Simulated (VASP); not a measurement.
VASP ran on this input.

**KPOINTS**
```
Regular mesh
0
Gamma
 6 6 6
0 0 0
```

INCAR:
```
ALGO  =  Normal
EDIFF  =  1E-6
ENCUT  =  400
ISIF  =  2
ISMEAR  =  -1
ISPIN  =  2
LASPH  =  T
LCHARG  =  F
LMAXMIX  =  4
LORBIT  =  11
LREAL  =  F
LWAVE  =  F
MAGMOM  =  2.0 -2.0 2*0.0
NELM  =  100
PREC  =  Accurate
SIGMA  =  0.01
SYSTEM  =  NiO
```

File POSCAR:
```
NiO
4.1453060
  1.0000000000   0.5000000000   0.5000000000
  0.5000000000   1.0000000000   0.5000000000
  0.5000000000   0.5000000000   1.0000000000
Ni O
2 2
Cartesian
  0.0000000000   0.0000000000   0.0000000000
  1.0000000000   1.0000000000   1.0000000000
  0.5000000000   0.5000000000   0.5000000000
  1.5000000000   1.5000000000   1.5000000000
```

POTCAR, in this order: Ni O (LDA.64 set). Program: vasp_std.

Q: Write an equivalent input for Ansatz.

A: One equivalent input (not run):
Ansatz 0.2 input:
```yaml
crystal:
  lattice:
    - [4.1453060, 2.0726530, 2.0726530]
    - [2.0726530, 4.1453060, 2.0726530]
    - [2.0726530, 2.0726530, 4.1453060]
  atoms:
    - { symbol: Ni, position: [0.0000000, 0.0000000, 0.0000000], spin: 2 }
    - { symbol: Ni, position: [0.5000000, 0.5000000, 0.5000000], spin: -2 }
    - { symbol: O, position: [0.2500000, 0.2500000, 0.2500000] }
    - { symbol: O, position: [0.7500000, 0.7500000, 0.7500000] }
kpoints:
  mp_grid: { grid: [6, 6, 6] }
hamiltonian:
  xc: lda
  pseudopotentials: { kind: paw }
magnetization: { spin_polarized: true }
scf:
  occupations: { method: fermi_dirac, width: 0.01 }
  max_iter: 100
output: { forces: true, stress: true, eigenvalues: true }
```
Limits of the translation: each code has its own PAW files, so the cut-off isn't converted (ENCUT is set for VASP's; basis.ecutwfc is left out, and Ansatz then takes the one that its files recommend); Ansatz stops its SCF on the density residual and VASP on the energy change (EDIFF); Ansatz's lda is the Perdew-Wang form, while the LDA potentials of VASP carry Perdew-Zunger's.

The structure is a typed NiO crystal (Fm-3m). The cell was not relaxed at this level.
